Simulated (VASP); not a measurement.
Given:

```yaml
crystal:
  lattice:
    - [0.00000, 2.80667, 2.80667]
    - [2.80667, 0.00000, 2.80667]
    - [2.80667, 2.80667, 0.00000]
  atoms:
    - { symbol: Ga, position: [0.00000, 0.00000, 0.00000] }
    - { symbol: As, position: [0.25000, 0.25000, 0.25000] }
```

All values below come from revTPSS meta-GGA, VASP's PBE PAW potentials (set 64) (plane waves; VASP 6.6.1). Run with 520 eV cut-off, 8×8×8 Γ-centred mesh, Gaussian smearing of 0.050 eV, potentials Ga_d As.

Task: Give the stress tensor in GPa (positive for a compressed cell).

Result: 
```
2.27  0.00  0.00
0.00  2.27  0.00
0.00  0.00  2.27
```
The pressure is its mean diagonal, 2.27 GPa.

The compound is GaAs in the zinc blende structure. This cell is one point of a volume scan, at 0.97 of the reference volume.
